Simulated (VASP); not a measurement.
# Lattice of C (Diamond) across functionals and dispersion corrections, part 3 of 3

Aim: relax C (Diamond) at several levels and hold each cell against experiment. LASPH is on for some levels and off for others; the table marks which. The start is a cell from a database of measured crystal structures.

VASP 6.6.1, plane waves and PAW; the level of theory is named at each step.

So far. Step 7 (Relaxation with SCAN): It ends at 5.613 Å³/atom, -1.0 % from the start, with 0.09 GPa left. The conventional cell has a = 3.554 Å. Step 8 (Relaxation with PBE + TS): It ends at 5.604 Å³/atom, -1.2 % from the start, with 0.02 GPa left. The conventional cell has a = 3.552 Å. Against plain PBE, the dispersion term moves a by -0.6 %.

## (9) Relaxation with BLYP + D3(BJ)

This step: BLYP with D3(BJ); plane waves and PAW (C) (VASP 6.6.1).

BLYP comes from molecular chemistry and underbinds dense solids.

Input file INCAR:

```
SYSTEM = C
PREC = Accurate
ENCUT = 560
EDIFF = 1E-06
NELM = 100
ISMEAR = -1
SIGMA = 0.05
LREAL = .FALSE.
ALGO = Normal
GGA = B5
ALDAX = 1
AGGAX = 1
AGGAC = 1
ALDAC = 0
IVDW = 12
VDW_S6 = 1
VDW_S8 = 2.6996
VDW_A1 = 0.4298
VDW_A2 = 4.2359
NBANDS = 10
LORBIT = 11
LWAVE = .FALSE.
LCHARG = .FALSE.
KPAR = 2
IBRION = 2
NSW = 60
ISIF = 3
EDIFFG = -0.01
```

Input file POSCAR:

```
C
1.0
    0.0000000000      1.7833700000      1.7833700000
    1.7833700000      0.0000000000      1.7833700000
    1.7833700000      1.7833700000      0.0000000000
C
2
Direct
    0.0000000000      0.0000000000      0.0000000000
    0.2500000000      0.2500000000      0.2500000000
```

Input file KPOINTS:

```
Automatic mesh
0
Gamma
11 11 11
0 0 0
```

Potentials, in the order of the species: C (PBE family, release 64).

On the command line:

```bash
$ mpirun -np 2 vasp_std
```

Numbers of over 12 decimals in the logs are rounded to 6 here.

What it wrote:

```text
[banner, memory and clock lines left out]
running    2 mpi-ranks, on    1 nodes
[...]
[... a notice as in an earlier step ...]

 LDA part: xc-table for (Slater(with rela. corr.)+VWN5), standard interpolation
 POSCAR, INCAR and KPOINTS ok, starting setup
[...]
entering main loop
       N       E                     dE             d eps       ncg     rms          rms(c)
DAV:   1     0.360700657115E+01    0.36070E+01   -0.51960E+03  1146   0.845E+02
DAV:   2    -0.171049839457E+02   -0.20712E+02   -0.20027E+02  1524   0.132E+02
DAV:   3    -0.174685905507E+02   -0.36361E+00   -0.36243E+00  1330   0.146E+01
DAV:   4    -0.174693648066E+02   -0.77426E-03   -0.77418E-03  1228   0.757E-01
[...]
DAV:   9    -0.167194369091E+02   -0.94316E-05   -0.66991E-05  1262   0.737E-02    0.294E-02
DAV:  10    -0.167194438756E+02   -0.69665E-05   -0.72202E-06  1192   0.263E-02    0.907E-03
DAV:  11    -0.167194438304E+02    0.45204E-07   -0.19616E-07   838   0.450E-03
   1 F= -.17457318E+02 E0= -.17457318E+02  d E =-.174573E+02
[...]
N       E                     dE             d eps       ncg     rms          rms(c)
DAV:   1    -0.167238825401E+02   -0.44387E-02   -0.99690E-03  1188   0.879E-01    0.881E-02
DAV:   2    -0.167237740648E+02    0.10848E-03   -0.12554E-04  1186   0.960E-02    0.500E-02
DAV:   3    -0.167237219292E+02    0.52136E-04   -0.76633E-05  1174   0.631E-02    0.540E-03
DAV:   4    -0.167237215277E+02    0.40156E-06   -0.10720E-06  1060   0.977E-03
   2 F= -.17457280E+02 E0= -.17457280E+02  d E =0.381559E-04
 trial-energy change:    0.000038  1 .order    0.000041   -0.000493    0.000575
 step:   0.4614(harm=  0.4614)  dis= 0.00000  next Energy=   -17.457432 (dE=-0.114E-03)
[...]
N       E                     dE             d eps       ncg     rms          rms(c)
DAV:   1    -0.167215990390E+02    0.21229E-02   -0.28650E-03  1204   0.472E-01    0.473E-02
DAV:   2    -0.167215644300E+02    0.34609E-04   -0.36252E-05  1184   0.515E-02    0.268E-02
DAV:   3    -0.167215538047E+02    0.10625E-04   -0.22020E-05  1174   0.338E-02    0.288E-03
DAV:   4    -0.167215539447E+02   -0.14004E-06   -0.30023E-07   582   0.522E-03
   3 F= -.17457433E+02 E0= -.17457433E+02  d E =-.114372E-03
[...]
reached required accuracy - stopping structural energy minimisation
```

Wall time 4.8 s (2 MPI ranks of Intel Xeon 6975P-C (Granite Rapids), shared host); peak memory 0.25 GiB.

Parts of OUTCAR (step 9):

```text
 Edisp (eV)   -0.73356

 Edisp (eV)   -0.73588

  Total       0.00102     0.00102     0.00102     0.00000     0.00000     0.00000
  in kB       0.14433     0.14433     0.14433     0.00000     0.00000     0.00000
  external pressure =        0.14 kB  Pullay stress =        0.00 kB

 POSITION                                       TOTAL-FORCE (eV/Angst)
 -----------------------------------------------------------------------------------
      0.00000      0.00000      0.00000         0.000000      0.000000      0.000000
      0.89250      0.89250      0.89250        -0.000000     -0.000000     -0.000000
 -----------------------------------------------------------------------------------
    total drift:                                0.000000      0.000000      0.000000

  FREE ENERGIE OF THE ION-ELECTRON SYSTEM (eV)
  ---------------------------------------------------
  free  energy   TOTEN  =       -17.4574327357 eV

  energy  without entropy=      -17.4574327357  energy(sigma->0) =      -17.45743274

[... 2 parts as in an earlier step ...]

[... 2 further parts left out ...]
[key lines of the parts left out:]
E-fermi :  10.9059
```

It ends at 5.687 Å³/atom, +0.3 % from the start, with 0.01 GPa left. The conventional cell has a = 3.570 Å.

## (10) The cells as a table

This step: relaxed cells at several levels; plane waves and PAW (VASP 6.6.1).

Derived from the runs above.

Lengths are those of the conventional cell; cost is the wall time of each run, as given at its step, times its ranks, without the set-up around it; LASPH differs between rows, which moves results and costs too. Results by level, by row:

```csv
level,volume (Å³/atom),change from the start (%),a (Å),cost (core minutes),LASPH
LDA,5.53,-2.4,3.538,0.12,off
PBE,5.7,0.5,3.573,0.113,off
r2SCAN,5.65,-0.4,3.562,0.433,on
PBE + D3(BJ),5.63,-0.8,3.558,0.107,off
r2SCAN + rVV10,5.64,-0.6,3.56,0.867,on
SCAN,5.61,-1,3.554,0.607,on
PBE + TS,5.6,-1.2,3.552,0.193,off
BLYP + D3(BJ),5.69,0.3,3.57,0.16,off
```

## (11) Outcome

```json
{
  "volume, LDA": "5.534 Å³/atom",
  "volume, PBE": "5.699 Å³/atom",
  "volume, r2SCAN": "5.649 Å³/atom",
  "volume, PBE + D3(BJ)": "5.629 Å³/atom",
  "volume, r2SCAN + rVV10": "5.638 Å³/atom",
  "volume, SCAN": "5.613 Å³/atom",
  "volume, PBE + TS": "5.604 Å³/atom",
  "volume, BLYP + D3(BJ)": "5.687 Å³/atom"
}
```

For C (Diamond) the levels give volumes between 5.534 Å³/atom (LDA) and 5.699 Å³/atom (PBE), a spread of 3.0 %, while the cost of the finished runs spans a factor of 8.1. Within 1 % of experiment on every length: LDA, PBE, r2SCAN, PBE + D3(BJ), r2SCAN + rVV10, SCAN, PBE + TS and BLYP + D3(BJ). The nearest, BLYP + D3(BJ), is among the cheap ones. Thermal and zero-point expansion, often some tenths of a per cent in length, bear on this order: with the measured lengths lowered by an assumed 0.4 % the nearest becomes PBE + TS. The costs hold the number of ionic steps as well as the price of the functional. The closing table has room for seven levels; PBE + TS stands in the table of levels alone. Adding D3(BJ) to PBE changes the volume by -1.2 % (a by -0.4 %). Adding rVV10 to r2SCAN changes the volume by -0.2 % (a by -0.1 %). Adding TS to PBE changes the volume by -1.7 % (a by -0.6 %). Within 0.02 Å all end in space group Fd-3m; the runs can't lower the symmetry of the start. LASPH is on for some levels and off for others, so differences between them are not the functional's alone. Each is a single relaxation on the plane waves of the start cell, so larger changes of volume carry a basis-set error that was not tested here.

Computed beside measured:

| quantity | measured | LDA | PBE | r2SCAN | PBE + D3(BJ) | r2SCAN + rVV10 | SCAN | BLYP + D3(BJ) |
| --- | --- | --- | --- | --- | --- | --- | --- | --- |
| lattice constant a (Å) | 3.5669 | 3.538 (-0.8 %) | 3.573 (+0.2 %) | 3.562 (-0.1 %) | 3.558 (-0.3 %) | 3.560 (-0.2 %) | 3.554 (-0.3 %) | 3.570 (+0.1 %) |

Measured values from arxiv:1902.02958 (2019).

Verdict: For the lattice constant a, of the levels listed nearest comes BLYP + D3(BJ) (+0.1 %, good agreement) and farthest LDA (-0.8 %, fair agreement). The grades are ours: good and fair within 0.7 and 1.5 % for the lattice constant a. For lattice constants the calculation has a static lattice, without zero-point motion or thermal expansion.

[Lines on the potential files, build, host, timing and source positions are cut from VASP's logs without a mark.]

[Logs are printed without paths, hosts, clocks, repeated set-up lines and the standing remarks that a program may print on its own settings, such as how far it seeks lower states.]

[Hosts, paths, dates, database ids (printed as entryN), source tags and the programs' standing remarks are cut or masked in the printed files.]

[A measured line is paired with the nearest computed mode of its activity, which favours agreement.]
